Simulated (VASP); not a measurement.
Crystal: Re.

```
Re
1.0
     2.76080    0.00000    0.00000
    -1.38040    2.39092    0.00000
     0.00000    0.00000    4.45820
Re
2
Direct
  0.33333 0.66667 0.25000
  0.66667 0.33333 0.75000
```

| Item | Value |
| --- | --- |
| Program | VASP 6.6.1 |
| Task | relaxation of cell and atoms |
| Functional | PBE |
| Potentials or basis | VASP PAW PBE potentials, release 64 (Re) |
| Cutoff | 600 eV |
| k mesh | 15 × 15 × 8 |
| Occupations | methfessel-paxton, width 0.1 eV |
| Spin | no spin polarisation |

At the start: pressure 5.7 GPa; volume 14.71 Å³/atom.

Question: Where does the relaxation end?

Answer: Over 9 steps the energy falls by 4.0 meV/atom and the volume is 14.93 Å³/atom (+1.5 %); space group P6_3/mmc (No. 194, to 0.05 Å).

Step by step:
| step | energy change (eV) | largest force (eV/Å) | pressure (GPa) | volume (Å³) |
| --- | --- | --- | --- | --- |
| 1 | 0.0000 | 0.0000 | 5.74 | 29.43 |
| 2 | 0.1142 | 0.0000 | -19.70 | 31.73 |
| 3 | -0.0079 | 0.0000 | -0.22 | 29.88 |
| 4 | -0.0079 | 0.0000 | -0.12 | 29.87 |
| 5 | -0.0079 | 0.0000 | -0.01 | 29.86 |
| 6 | -0.0079 | 0.0000 | 0.19 | 29.85 |
| 7 | -0.0080 | 0.0000 | 0.13 | 29.85 |
| 8 | -0.0080 | 0.0000 | -0.33 | 29.89 |
| 9 | -0.0080 | 0.0000 | 0.01 | 29.86 |

Final structure:
```yaml
crystal:
  lattice:
    - [2.77119, 0.00000, 0.00000]
    - [-1.38559, 2.39992, 0.00000]
    - [0.00000, 0.00000, 4.49023]
  atoms:
    - { symbol: Re, position: [0.33333, 0.66667, 0.25000] }
    - { symbol: Re, position: [0.66667, 0.33333, 0.75000] }
```
